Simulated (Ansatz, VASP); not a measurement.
# Cross-check of Ge (amorphous Ge) between VASP and Ansatz

One calculation is typed for both programs; each brings its own data sets. How far apart do they land? The cell is taken from a series of runs on this material, whose earlier steps may have relaxed, scaled, displaced or heated it; both programs get it as it stands.

Program: Ansatz 0.2.0. Level of theory: plane waves, with VASP 6.6.1 beside it; single point at PBE. Results are calculated unless marked as measured.

## Step 1: The structure

The cell holds 61 atoms: 61 Ge. Cell: a = 10.897 Å, b = 10.897 Å, c = 10.897 Å, α = 90.0°, β = 90.0°, γ = 90.0°. As first built, before any earlier steps moved the atoms (in the runner's words): 61 atoms (61 Ge) placed at random at 5.68 g/cm^3, melted at 3500 K for 10 ps at fixed volume with the Tersoff potential (Tersoff, Phys. Rev. B 39, 5566 (1989)). Quenched from 3500 K to 100 K at 5 K/ps and fixed volume, held 5 ps, then minimised at fixed cell.

## Step 2: Ansatz: single point, PBE, pair 1

Ansatz runs on its default PAW (the set named soft_2) files.

With cell and atoms fixed, the geometry can't cause a difference; cores, projectors, grids and the points listed under the comparison can.

input.yaml

```yaml
crystal:
  lattice:
    - [10.8974, 0.0, 0.0]
    - [0.0, 10.8974, 0.0]
    - [0.0, 0.0, 10.8974]
  atoms:
    - { symbol: Ge, position: [0.47201, 0.23269, 0.12765] }
    - { symbol: Ge, position: [0.61779, 0.69871, 0.83892] }
    - { symbol: Ge, position: [0.37493, 0.96518, 0.35572] }
    - { symbol: Ge, position: [0.9814, 0.20673, 0.85353] }
    - { symbol: Ge, position: [0.68478, 0.25374, 0.18943] }
    - { symbol: Ge, position: [0.93797, 0.6081, 0.72333] }
    - { symbol: Ge, position: [0.51158, 0.59883, 0.12463] }
    - { symbol: Ge, position: [0.30127, 0.61946, 0.254] }
    - { symbol: Ge, position: [0.61244, 0.87321, 0.68162] }
    - { symbol: Ge, position: [0.05829, 0.83717, 0.45508] }
    - { symbol: Ge, position: [0.75089, 0.3469, 0.57008] }
    - { symbol: Ge, position: [0.79438, 0.3868, 0.34919] }
    - { symbol: Ge, position: [0.71707, 0.53366, 0.70938] }
    - { symbol: Ge, position: [0.83584, 0.32287, 0.99982] }
    - { symbol: Ge, position: [0.00417, 0.91035, 0.05271] }
    - { symbol: Ge, position: [0.04158, 0.46876, 0.58663] }
    - { symbol: Ge, position: [0.80137, 0.90214, 0.55829] }
    - { symbol: Ge, position: [0.97877, 0.51019, 0.37842] }
    - { symbol: Ge, position: [0.33877, 0.68654, 0.62582] }
    - { symbol: Ge, position: [0.36234, 0.13261, 0.87569] }
    - { symbol: Ge, position: [0.4066, 0.00716, 0.05844] }
    - { symbol: Ge, position: [0.19197, 0.00309, 0.1788] }
    - { symbol: Ge, position: [0.87673, 0.10477, 0.4816] }
    - { symbol: Ge, position: [0.2688, 0.77102, 0.42215] }
    - { symbol: Ge, position: [0.97917, 0.82566, 0.67426] }
    - { symbol: Ge, position: [0.69243, 0.00654, 0.85301] }
    - { symbol: Ge, position: [0.67407, 0.1316, 0.38543] }
    - { symbol: Ge, position: [0.69998, 0.76531, 0.39909] }
    - { symbol: Ge, position: [0.64221, 0.55708, 0.30856] }
    - { symbol: Ge, position: [0.59488, 0.93985, 0.30023] }
    - { symbol: Ge, position: [0.55624, 0.21581, 0.56678] }
    - { symbol: Ge, position: [0.91137, 0.71747, 0.33866] }
    - { symbol: Ge, position: [0.08305, 0.57862, 0.8961] }
    - { symbol: Ge, position: [0.35164, 0.77214, 0.05613] }
    - { symbol: Ge, position: [0.96818, 0.50841, 0.06601] }
    - { symbol: Ge, position: [0.5673, 0.66101, 0.56252] }
    - { symbol: Ge, position: [0.34426, 0.20233, 0.3113] }
    - { symbol: Ge, position: [0.63489, 0.9551, 0.07425] }
    - { symbol: Ge, position: [0.36848, 0.32459, 0.50086] }
    - { symbol: Ge, position: [0.89108, 0.71785, 0.11712] }
    - { symbol: Ge, position: [0.19856, 0.84006, 0.72967] }
    - { symbol: Ge, position: [0.39836, 0.65748, 0.85508] }
    - { symbol: Ge, position: [0.25769, 0.47387, 0.63575] }
    - { symbol: Ge, position: [0.46063, 0.00706, 0.5714] }
    - { symbol: Ge, position: [0.65682, 0.38124, 0.87316] }
    - { symbol: Ge, position: [0.18628, 0.25711, 0.94529] }
    - { symbol: Ge, position: [0.09047, 0.0495, 0.39037] }
    - { symbol: Ge, position: [0.47006, 0.42066, 0.9954] }
    - { symbol: Ge, position: [0.67896, 0.73842, 0.04804] }
    - { symbol: Ge, position: [0.27506, 0.45349, 0.86491] }
    - { symbol: Ge, position: [0.57134, 0.19106, 0.79355] }
    - { symbol: Ge, position: [0.4433, 0.52382, 0.41298] }
    - { symbol: Ge, position: [0.17684, 0.18245, 0.5559] }
    - { symbol: Ge, position: [0.83626, 0.0876, 0.09936] }
    - { symbol: Ge, position: [0.28097, 0.03902, 0.69472] }
    - { symbol: Ge, position: [0.12918, 0.46854, 0.22068] }
    - { symbol: Ge, position: [0.9511, 0.19976, 0.26949] }
    - { symbol: Ge, position: [0.16212, 0.24513, 0.17566] }
    - { symbol: Ge, position: [0.15858, 0.78298, 0.9424] }
    - { symbol: Ge, position: [0.92121, 0.98601, 0.84771] }
    - { symbol: Ge, position: [0.96486, 0.26076, 0.63594] }
kpoints:
  mp_grid: { grid: [1, 1, 1] }
hamiltonian:
  xc: pbe
scf:
  occupations: { method: fermi_dirac, width: 0.025 }
output:
  forces: true
  stress: true
  populations: intrinsic
  dos:
    method: { smearing: { sigma: 0.15 } }
    de: 0.1
    projected: { site_lists: { Ge: [Ge] } }
  eigenvalues: true
```

Started as:

```console
> ansatz run input.yaml --threads 4 --pin off --max-ram 8192MiB --backend cpu --events-out ev --progress --plain --runs-dir out
```

Numbers of over 12 decimals in the logs are rounded to 6 here.

Output:

```text
Engine: ansatz 0.2.0, aarch64-unknown-linux-gnu
Pseudopotentials: kind: paw
Pseudopotential: Ge, paw, valence charge 14, recommended cutoff 420 eV (normal), Ge.paw.azcp
Functional definition: PBE
  parameter kappa = 0.804
  parameter beta = 0.066725
  exchange = pbe_x(kappa = kappa, mu = beta*pi^2/3)
  correlation = pbe_c(beta = beta)
Crystal: 61 atoms, lattice volume = 1294.103 Å³
Basis set: ecut = 420 eV, 25341 PW (Γ), exchange–correlation on 150×150×150 points (8 copies of the dense FFT grid, shifted against one another)
Bands: 513, of which v1, the nominal top of the filled ones, is band 427 counted from 1 (426 counted from 0)
Symmetry: 1 space group operations
Space group: P1 (ITA 1), of the structure as read, at distance tolerance 1.1e-4 Å
k-points: 1
Non-local potential: Ge, projectors of the file, l = 0: 2, l = 1: 2, l = 2: 3, l = 3: 1
PAW form: soft (Blöchl's): semilocal exchange-correlation on the pseudo side does not see the compensation charge
PAW one-centre angular grid: Ge, 590 points (default); XC on 64 Gauss nodes
Initial density: superposition of atomic densities (neutral atoms: chi_scale 0, normalization atom), corrected by the library's trained network
Initial wavefunctions: pseudopotential atomic-orbital guess
Functional: x = pbe(κ = 0.804, μ = 0.219515), c = pbe(β = 0.066725)
SCF iter   1: F=—  HF=-261973.522952 eV  |F-HF|=—  |Δ(HF+E_count)|=         —  Δρ=4.66e-3  dr2=7.90e-1  ethr=1.77e-3  ⟨swp⟩=6.0  Hψ=1817  notcnv=0
preconditioner: auto → LDOS  [metal: Δε(μ)=0.033 eV  Ē_g=22.268 eV  σ=0.025 eV  W_gap=0.31  n_scr=364 (ndim 8)  ℏωp=30.2 eV  f_vac=0.047  D(μ)=46.45/eV (n_scr^D=364)  β→1.0]
SCF iter   2: F=—  HF=-261973.387101 eV  |F-HF|=—  |Δ(HF+E_count)|=   1.36e-1  Δρ=2.64e-3  dr2=1.55e-1  ethr=9.25e-5  ⟨swp⟩=4.0  Hψ=1044  notcnv=0  defer=71
SCF iter   3: F=—  HF=-261973.352532 eV  |F-HF|=—  |Δ(HF+E_count)|=   3.46e-2  Δρ=9.49e-4  dr2=4.18e-2  ethr=1.81e-5  ⟨swp⟩=2.0  Hψ=884  notcnv=0  defer=71
SCF iter   4: F=—  HF=-261973.345879 eV  |F-HF|=—  |Δ(HF+E_count)|=   6.65e-3  Δρ=4.28e-4  dr2=9.93e-3  ethr=4.89e-6  ⟨swp⟩=2.0  Hψ=870  notcnv=0  defer=71
SCF iter   5: F=—  HF=-261973.344654 eV  |F-HF|=—  |Δ(HF+E_count)|=   1.22e-3  Δρ=1.94e-4  dr2=1.66e-3  ethr=1.16e-6  ⟨swp⟩=2.0  Hψ=528  notcnv=0  defer=71
SCF iter   6: F=—  HF=-261973.344357 eV  |F-HF|=—  |Δ(HF+E_count)|=   2.97e-4  Δρ=8.13e-5  dr2=2.96e-4  ethr=1.95e-7  ⟨swp⟩=2.0  Hψ=870  notcnv=0  defer=71
SCF iter   7: F=—  HF=-261973.344292 eV  |F-HF|=—  |Δ(HF+E_count)|=   6.52e-5  Δρ=3.84e-5  dr2=6.40e-5  ethr=3.47e-8  ⟨swp⟩=2.0  Hψ=519  notcnv=0  defer=71
SCF iter   8: F=—  HF=-261973.343358 eV  |F-HF|=—  |Δ(HF+E_count)|=   9.34e-4  Δρ=1.68e-5  dr2=1.39e-5  ethr=7.49e-9  ⟨swp⟩=2.0  Hψ=590  notcnv=0  defer=71
SCF iter   9: F=—  HF=-261973.343357 eV  |F-HF|=—  |Δ(HF+E_count)|=   1.35e-6  Δρ=7.83e-6  dr2=2.58e-6  ethr=1.62e-9  ⟨swp⟩=2.0  Hψ=846  notcnv=0  defer=71
SCF iter  10: F=—  HF=-261973.343357 eV  |F-HF|=—  |Δ(HF+E_count)|=   2.75e-7  Δρ=3.56e-6  dr2=4.37e-7  ethr=3.02e-10  ⟨swp⟩=2.0  Hψ=847  notcnv=0  defer=71
SCF iter  11: F=-261973.343357 eV  HF=-261973.343357 eV  |F-HF|=6.58e-8  |Δ(HF+E_count)|=   2.76e-8  Δρ=1.65e-6  dr2=8.79e-8  ethr=1.17e-11  ⟨swp⟩=9.0  Hψ=1883  notcnv=0
SCF 1 converged in 11 iterations: F = -261973.343357 eV  dr2 = 8.79e-8
  greatest PAW one-centre occupation: 0.998 electrons in one spin orbital (limit 2), on the Ge atom at site 41 (counted from 0), in its partial waves of l = 2
SCF converged after 11 iterations
Free energy (F): -261973.343357 eV
Harris-Foulkes:  -261973.343357 eV  (|F-HF|=6.58e-8)
Internal energy: -261973.244564 eV  (E = F + TS)
E sigma→0 (E₀):  -261973.293960 eV
Entropy (-TS):   -0.098792 eV (-1.620 meV/atom)
Fermi energy:    9.287219 eV
--- Per-component energies (eV) ---
  E_band       = -8389.729821
  E_kinetic    = 6817.029355
  E_local      = -146616.555459  (includes V_loc(G=0)·N_el)
  E_nonlocal   = 25468.029708
  E_hartree    = 64424.089109
  E_xc         = -4627.649498
  E_vxc        = -3962.165163  (∫ρ·V_xc dr)
  E_paw        = -123133.615111  (= ΣΔE_a)
  E_vpaw       = -18944.261864  (= ΣTr[D̂ρ^β])
  E_aug_tail   = 0.018367  (compensation charges beyond the density's cutoff)
  E_ewald      = -84304.591035
  E_smearing   = -0.098792  (= −TS)
  E_closure    = 0.000000  (closes the sum)
  Σ components = -261973.343357   (vs F -261973.343357, Δ=0.00e0)
--- Forces (eV/Å), atoms counted from 1 ---
  atom   1  Ge    -0.01459283     0.01561864    -0.18002630
  atom   2  Ge     0.15001735     0.23732479    -0.45559738
  atom   3  Ge     0.49783030    -0.07934822     0.13077399
  atom   4  Ge     0.03051481     0.11031198     0.05157316
  atom   5  Ge     0.16198425     0.26969073    -0.47207166
  atom   6  Ge    -0.28815742     0.22862896     0.33292293
  atom   7  Ge     0.49896815     0.31321001     0.29317620
[...]
atom  27  Ge     0.11778420    -0.29075679     0.27412115
  atom  28  Ge     0.35614815    -0.21679733     0.23769876
  atom  29  Ge    -0.18058535    -0.77203072    -0.16075670
  atom  30  Ge    -0.44990425    -0.19344948    -0.20772300
  atom  31  Ge    -0.03272340    -0.21885048     0.31786427
  atom  32  Ge    -0.11702078     0.18495230    -0.33987616
  atom  33  Ge     0.05045444     0.33304814    -0.42729967
  atom  34  Ge     0.19290371     0.13564833    -0.06446884
  atom  35  Ge    -0.50531498    -0.26067209     0.32628522
  atom  36  Ge    -0.08907030    -0.04814135     0.38560308
  atom  37  Ge    -0.06396524    -0.07039360    -0.08644559
  atom  38  Ge     0.04696493     0.18589608    -0.23602788
  atom  39  Ge    -0.11941422     0.08752463     0.06995281
  atom  40  Ge     0.10427246    -0.11196787    -0.35223627
  atom  41  Ge    -0.35159698    -0.14060521     0.38672192
  atom  42  Ge    -0.08526963    -0.17964347     0.04745427
  atom  43  Ge     0.20536023     0.09314242     0.60355509
[...]
atom  54  Ge    -0.34948166     0.30064863    -0.19783382
  atom  55  Ge    -0.37933678     0.31996285     0.03707459
  atom  56  Ge     0.30232078    -0.06227309    -0.22432805
  atom  57  Ge     0.24844647    -0.05563945     0.01283614
  atom  58  Ge    -0.22448433     0.23920318    -0.15247081
  atom  59  Ge    -0.41380197     0.18353225     0.11981361
  atom  60  Ge    -0.15200230    -0.05275678     0.12588749
  atom  61  Ge     0.31668362     0.29631317     0.03359158
  max |Σ_I F_I| component: 3.75e-5 eV/Å
--- Stress (GPa, compression-positive) ---
        6.514341      -0.540154      -1.056100
       -0.540154       6.452271       0.214807
       -1.056100       0.214807       7.922376
  P = ⅓ Tr σ = 6.9630 GPa (69.630 kbar)
--- Band table (eV) ---
  k-point 0: bands = [... 423 lower, 9.0085, 9.1635, 9.1909, 9.2889, 9.3025, 9.3231, 9.5050, 9.6415, ... 82 higher]
--- intrinsic populations: 61 sites ---
  site symbol       q [e]
     0     Ge     14.0568
     1     Ge     13.9643
     2     Ge     14.0419
     3     Ge     14.0168
     4     Ge     14.0023
     5     Ge     14.0002
     6     Ge     13.9679
     7     Ge     14.0102
     8     Ge     14.0493
     9     Ge     13.9934
    10     Ge     13.9339
    11     Ge     14.0169
    12     Ge     14.0470
    13     Ge     13.9828
    14     Ge     14.0429
    15     Ge     13.9984
    16     Ge     14.0043
    17     Ge     13.9848
    18     Ge     14.0745
    19     Ge     14.0170
    20     Ge     14.0096
    21     Ge     13.9673
    22     Ge     14.0192
    23     Ge     13.9650
[...]
53     Ge     14.0184
    54     Ge     14.0364
    55     Ge     14.0358
    56     Ge     13.9657
    57     Ge     14.0032
    58     Ge     13.9876
    59     Ge     13.9767
    60     Ge     14.0180
  spilling = 0.000000 (of n_electrons = 854.000000)
```

The column dr2 measures how far the density is from self-consistency, as an energy; F and HF (Harris–Foulkes) agree once it is small.

## Step 3: VASP: single point, PBE, pair 1

The same cell, functional, mesh and smearing now go to VASP, with its own data sets.

Lines of VASP's logs that name or quote its potential files are left out, and so is its time.

INCAR

```
SYSTEM = Ge
PREC = Accurate
ENCUT = 500
EDIFF = 1E-06
NELM = 120
ISMEAR = -1
SIGMA = 0.025
LREAL = Auto
ALGO = Normal
GGA = PE
NBANDS = 496
LORBIT = 11
LWAVE = .FALSE.
LCHARG = .FALSE.
ISIF = 2
LASPH = .TRUE.
GGA_COMPAT = .FALSE.
NCORE = 2
```

POSCAR

```
Ge
1.0
   10.8974000000      0.0000000000      0.0000000000
    0.0000000000     10.8974000000      0.0000000000
    0.0000000000      0.0000000000     10.8974000000
Ge
61
Direct
    0.4720100000      0.2326900000      0.1276500000
    0.6177900000      0.6987100000      0.8389200000
    0.3749300000      0.9651800000      0.3557200000
    0.9814000000      0.2067300000      0.8535300000
    0.6847800000      0.2537400000      0.1894300000
    0.9379700000      0.6081000000      0.7233300000
    0.5115800000      0.5988300000      0.1246300000
    0.3012700000      0.6194600000      0.2540000000
    0.6124400000      0.8732100000      0.6816200000
    0.0582900000      0.8371700000      0.4550800000
    0.7508900000      0.3469000000      0.5700800000
    0.7943800000      0.3868000000      0.3491900000
    0.7170700000      0.5336600000      0.7093800000
    0.8358400000      0.3228700000      0.9998200000
    0.0041700000      0.9103500000      0.0527100000
    0.0415800000      0.4687600000      0.5866300000
    0.8013700000      0.9021400000      0.5582900000
    0.9787700000      0.5101900000      0.3784200000
    0.3387700000      0.6865400000      0.6258200000
    0.3623400000      0.1326100000      0.8756900000
    0.4066000000      0.0071600000      0.0584400000
    0.1919700000      0.0030900000      0.1788000000
    0.8767300000      0.1047700000      0.4816000000
    0.2688000000      0.7710200000      0.4221500000
    0.9791700000      0.8256600000      0.6742600000
    0.6924300000      0.0065400000      0.8530100000
    0.6740700000      0.1316000000      0.3854300000
    0.6999800000      0.7653100000      0.3990900000
    0.6422100000      0.5570800000      0.3085600000
    0.5948800000      0.9398500000      0.3002300000
    0.5562400000      0.2158100000      0.5667800000
    0.9113700000      0.7174700000      0.3386600000
    0.0830500000      0.5786200000      0.8961000000
    0.3516400000      0.7721400000      0.0561300000
    0.9681800000      0.5084100000      0.0660100000
    0.5673000000      0.6610100000      0.5625200000
    0.3442600000      0.2023300000      0.3113000000
    0.6348900000      0.9551000000      0.0742500000
    0.3684800000      0.3245900000      0.5008600000
    0.8910800000      0.7178500000      0.1171200000
    0.1985600000      0.8400600000      0.7296700000
    0.3983600000      0.6574800000      0.8550800000
    0.2576900000      0.4738700000      0.6357500000
    0.4606300000      0.0070600000      0.5714000000
    0.6568200000      0.3812400000      0.8731600000
    0.1862800000      0.2571100000      0.9452900000
    0.0904700000      0.0495000000      0.3903700000
    0.4700600000      0.4206600000      0.9954000000
    0.6789600000      0.7384200000      0.0480400000
    0.2750600000      0.4534900000      0.8649100000
    0.5713400000      0.1910600000      0.7935500000
    0.4433000000      0.5238200000      0.4129800000
    0.1768400000      0.1824500000      0.5559000000
    0.8362600000      0.0876000000      0.0993600000
    0.2809700000      0.0390200000      0.6947200000
    0.1291800000      0.4685400000      0.2206800000
    0.9511000000      0.1997600000      0.2694900000
    0.1621200000      0.2451300000      0.1756600000
    0.1585800000      0.7829800000      0.9424000000
    0.9212100000      0.9860100000      0.8477100000
    0.9648600000      0.2607600000      0.6359400000
```

KPOINTS

```
Automatic mesh
0
Gamma
1 1 1
0 0 0
```

PAW data sets: Ge_d (PBE family, release 64).

Started as:

```console
> mpirun -np 8 vasp_gam
```

Output:

```text
[banner, memory and clock lines left out]
running    8 mpi-ranks, on    1 nodes
[...]
LDA part: xc-table for (Slater+PW92), standard interpolation
 POSCAR, INCAR and KPOINTS ok, starting setup
[...]
entering main loop
       N       E                     dE             d eps       ncg     rms          rms(c)
DAV:   1     0.177355617046E+05    0.17736E+05   -0.33155E+05  1000   0.549E+03
DAV:   2     0.427823374708E+04   -0.13457E+05   -0.12906E+05   992   0.123E+03
DAV:   3     0.647516390753E+03   -0.36307E+04   -0.34973E+04   992   0.335E+02
DAV:   4    -0.163386179339E+03   -0.81090E+03   -0.74632E+03  1120   0.144E+02
[...]
DAV:  17    -0.254905751389E+03   -0.66233E-05   -0.63897E-05  1528   0.405E-02    0.240E-03
DAV:  18    -0.254905757043E+03   -0.56536E-05   -0.54953E-05   904   0.278E-02    0.363E-03
DAV:  19    -0.254905756737E+03    0.30527E-06   -0.12833E-06   560   0.187E-02
   1 F= -.25490576E+03 E0= -.25485623E+03  d E =-.990561E-01
```

From OUTCAR (step 3):

```text
  Total       51.8372388     51.3455302     63.2203821     -4.3784639      1.7400157     -8.5447403
  in kB       64.1776433     63.5688783     78.2706647     -5.4208036      2.1542448    -10.5789064
  external PRESSURE =      68.6723954 kB  Pullay stress =       0.0000000 kB

 POSITION                                       TOTAL-FORCE (eV/Angst)
 -----------------------------------------------------------------------------------
      5.14368      2.53572      1.39105        -0.010807      0.017790     -0.175956
      6.73230      7.61412      9.14205         0.150273      0.237879     -0.452139
      4.08576     10.51795      3.87642         0.502019     -0.081983      0.133316
     10.69471      2.25282      9.30126         0.030806      0.111161      0.047646
      7.46232      2.76511      2.06429         0.155646      0.268983     -0.475476
     10.22143      6.62671      7.88242        -0.285705      0.228415      0.330984
      5.57489      6.52569      1.35814         0.503025      0.309870      0.293790
      3.28306      6.75050      2.76794        -0.023819     -0.126673     -0.389585
      6.67400      9.51572      7.42789        -0.497899     -0.329042      0.341393
      0.63521      9.12298      4.95919         0.070562      0.141164      0.100354
      8.18275      3.78031      6.21239         0.119147      0.043450      0.100447
      8.65668      4.21511      3.80526         0.404525      0.324829     -0.227848
      7.81420      5.81551      7.73040         0.450969      0.278026     -0.122155
      9.10848      3.51844     10.89544         0.234045      0.088479      0.141804
[...]
-----------------------------------------------------------------------------------
    total drift:                                0.000330      0.001094     -0.001057

  FREE ENERGIE OF THE ION-ELECTRON SYSTEM (eV)
  ---------------------------------------------------
  free  energy   TOTEN  =      -254.9057567373 eV

  energy  without entropy=     -254.8067006602  energy(sigma->0) =     -254.85622870

[... 3 further parts left out ...]
[key lines of the parts left out:]
E-fermi :   5.4591
```

The run ends at a pressure of 6.87 GPa, with forces up to 0.81 eV/Å.

## Step 4: Differences

Known differences besides the potentials themselves: the cutoff is 420 eV in Ansatz and 500 eV in VASP (PREC = Accurate, projectors in real space). Total energies have different zeros and are not compared.

Both answers:

| quantity | Ansatz | VASP | difference |
| --- | --- | --- | --- |
| pressure (GPa) | 6.96 | 6.87 | +0.10 |

Forces on 9 of the 61 atoms, those with the largest forces and the largest differences (eV/Å; atoms numbered as in POSCAR):

| atom | Ansatz x, y, z | VASP x, y, z |
| --- | --- | --- |
| Ge5 | 0.162, 0.270, -0.472 | 0.156, 0.269, -0.475 |
| Ge7 | 0.499, 0.313, 0.293 | 0.503, 0.310, 0.294 |
| Ge9 | -0.498, -0.332, 0.340 | -0.498, -0.329, 0.341 |
| Ge15 | 0.253, -0.622, -0.078 | 0.254, -0.625, -0.080 |
| Ge23 | -0.333, -0.473, 0.322 | -0.338, -0.478, 0.325 |
| Ge29 | -0.181, -0.772, -0.161 | -0.183, -0.777, -0.162 |
| Ge35 | -0.505, -0.261, 0.326 | -0.503, -0.257, 0.323 |
| Ge41 | -0.352, -0.141, 0.387 | -0.353, -0.135, 0.389 |
| Ge52 | 0.234, -0.406, -0.549 | 0.236, -0.408, -0.550 |

The forces differ by 2.3 meV/Å r.m.s., which is 0.9 % of the r.m.s. force of 0.257 eV/Å (both taken over all components).

[end of part 1 of 2]

[Lines on the potential files, build, host, timing and source positions are cut from VASP's logs without a mark.]

[Logs are printed without paths, hosts, clocks, repeated set-up lines and the standing remarks that a program may print on its own settings, such as how far it seeks lower states.]

[Hosts, paths, dates, database ids (printed as entryN), source tags and the programs' standing remarks are cut or masked in the printed files.]
